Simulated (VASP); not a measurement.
Level of theory: revPBE GGA, VASP's PBE PAW potentials (set 64) (plane waves; VASP).

VASP input:

POSCAR:
```
HfC
1
    0.0000000000     2.3788984564     2.3788984564
    2.3788984564     0.0000000000     2.3788984564
    2.3788984564     2.3788984564     0.0000000000
Hf C
1 1
Direct
  0.0000000000   0.0000000000   0.0000000000
  0.5000000000   0.5000000000   0.5000000000
```

KPOINTS:
```
Automatic mesh
0
Gamma
13 13 13
0 0 0
```

INCAR:
```
SYSTEM=HfC
PREC=Accurate; ENCUT=520; LREAL=F
LASPH=T
EDIFF=1E-7; NELM=100; ALGO=Normal
LMAXMIX=6
ISMEAR=1; SIGMA=0.1
GGA=RE
ISIF=2
LWAVE=F; LCHARG=F
```

POTCAR, in this order: Hf_pv C (PBE.64 set). Program: vasp_std.

Unless said otherwise, spin-orbit coupling is left out, though it shifts the bands of the heavy elements here.

Question: What does the run give for the energy per atom (σ→0), pressure, band gap (on the k-mesh)?

Answer: 
```
Property                                                    Result
------------------------  ----------------------------------------
energy per atom (σ→0)                              -10.118 eV/atom
band gap (on the k-mesh)  none (metal, semimetal or under 0.01 eV)
pressure                                                -12.07 GPa
```

OSZICAR:
```
...
DAV:   8    -0.202454225662E+02    0.32217E-02   -0.10095E-01  2070   0.296E+00    0.627E+00
DAV:   9    -0.202359224457E+02    0.95001E-02   -0.47142E-02  2075   0.127E+00    0.173E+00
DAV:  10    -0.202357330799E+02    0.18937E-03   -0.11438E-03  2258   0.296E-01    0.351E-01
DAV:  11    -0.202357236411E+02    0.94388E-05   -0.29864E-04  2129   0.115E-01    0.760E-02
DAV:  12    -0.202357200020E+02    0.36390E-05   -0.16567E-05  2215   0.329E-02    0.781E-02
DAV:  13    -0.202357190628E+02    0.93928E-06   -0.67425E-07  2235   0.905E-03    0.242E-03
DAV:  14    -0.202357190458E+02    0.16910E-07   -0.82464E-09  1191   0.936E-04
   1 F= -.20235719E+02 E0= -.20235623E+02  d E =-.287243E-03
```

The compound is HfC in the rock salt structure. This cell is one point of a volume scan, at 1.06 of the reference volume.
